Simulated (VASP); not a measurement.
A convergence study with VASP on BaF₂ (space group Fm-3m): one setting is varied, all else stays as given below, so the limit is that of these other settings.

```xyz
3
Lattice="0.0000 3.0907 3.0907 3.0907 0.0000 3.0907 3.0907 3.0907 0.0000" Properties=species:S:1:pos:R:3 pbc="T T T"
Ba     0.0000     0.0000     0.0000
F      1.5454     1.5454     1.5454
F      4.6361     4.6361     4.6360
```

The numbers are results of PBE GGA, VASP's PBE PAW potentials (set 64) (plane waves; VASP 6.6.1), not measurements. The tightest run used: 400 eV cut-off, 9×9×9 Γ-centred mesh, Gaussian smearing of 0.010 eV, potentials Ba_sv F.

Problem. The settings run are 3×3×3 mesh; 4×4×4 mesh; 5×5×5 mesh; 6×6×6 mesh; 9×9×9 mesh. From which on does the highest Γ mode stay within 1 cm⁻¹ of the tightest run?

Solution. From 4×4×4 mesh on: it is off by 0.5 there and by no more than 1 in any finer run, while 3×3×3 mesh is off by 1.9.
```
setting     highest Γ mode (cm⁻¹)  irreducible k-points  difference judged (cm⁻¹)
----------  ---------------------  --------------------  ------------------------
3×3×3 mesh                  250.6                     4                       1.9
4×4×4 mesh                  252.1                     8                       0.5
5×5×5 mesh                  252.8                    10                       0.2
6×6×6 mesh                  252.7                    16                       0.1
9×9×9 mesh                  252.6                    35                       0.0
```

Left out are rungs that failed or repeat a setting and relaxations that didn't move; long series are thinned to 24 rows.

The structure is a typed BaF2 crystal (space group no. 225). The cell was not relaxed at this level.
